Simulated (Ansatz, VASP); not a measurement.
Given: the input of a run of Ansatz 0.2.0 on Be2Co. The cell comes from a database or a generator and needn't be the stable form of this composition.

The input input.yaml:

```yaml
crystal:
  lattice:
    - [0.0, 1.919492, 5.332543]
    - [1.338494, 0.0, 5.332543]
    - [1.338494, 1.919492, 0.0]
  atoms:
    - { symbol: Co, position: [0.0, 0.0, 0.0], spin: 2.0 }
    - { symbol: Be, position: [0.663942, 0.663942, 0.336058] }
    - { symbol: Be, position: [0.336058, 0.336058, 0.663942] }
hamiltonian:
  xc: pbe
  pseudopotentials: { kind: paw }
magnetization:
  spin_polarized: true
kpoints:
  mp_grid: { grid: [12, 12, 12] }
scf:
  occupations: { method: fermi_dirac, width: 0.05 }
output:
  forces: true
  stress: true
  eigenvalues: true
```

Potentials or basis: Ansatz PAW.

Launch:

```console
$ ansatz run input.yaml --threads 2 --pin off --max-ram 5120MiB --backend cpu --events-out ev --progress --plain --runs-dir out
```

What does the same run look like in VASP 6.6.1? Potentials or basis there: PBE PAW files Be, Co, 520 eV.

As run (cutoffs and basis follow the program's own potentials, and thresholds, step limits or extra output files can differ):

The input INCAR:

```
PREC = Accurate
ENCUT = 520
EDIFF = 1E-7
ISMEAR = -1
SIGMA = 0.05
LREAL = False
LASPH = True
NELM = 150
ALGO = Normal
ISIF = 2
LWAVE = False
LCHARG = False
ISPIN = 2
MAGMOM = 2 0 0
LORBIT = 11
LMAXMIX = 4
GGA = PE
NBANDS = 18
```

Contents of KPOINTS:

```
Automatic mesh
0
Gamma
  12 12 12
```

POSCAR

```
Be2Co
1.0
    0.0000000000      1.9194920000      5.3325430000
    1.3384940000      0.0000000000      5.3325430000
    1.3384940000      1.9194920000      0.0000000000
Co Be
1 2
Direct
    0.0000000000      0.0000000000      0.0000000000
    0.6639420000      0.6639420000      0.3360580000
    0.3360580000      0.3360580000      0.6639420000
```

Potentials or basis: VASP PAW PBE potentials, release 64 (Co, Be).

Command:

```console
$ cat potpaw_PBE.64/Co/POTCAR potpaw_PBE.64/Be/POTCAR > POTCAR
$ mpirun -np 1 vasp_std > vasp.out
```

Both were run:

|  | Ansatz | VASP |
| --- | --- | --- |
| Pressure | -0.2 GPa | -0.5 GPa |
| Largest force | 0.082 eV/Å | 0.069 eV/Å |
| Net moment | 1.07 μB per cell | 1.04 μB per cell |

Ansatz's pressure holds a Pulay term of +0.09 GPa for its cutoff of 420 eV, which the other run lacks.

The potentials hold 21 and 13 valence electrons a cell.

Where Ansatz's input types no cutoff or centring, it takes its own default and a Γ-centred mesh.

The magnetic state is the one that the start led to; the real crystal's order can differ.

Pressure is positive in compression.
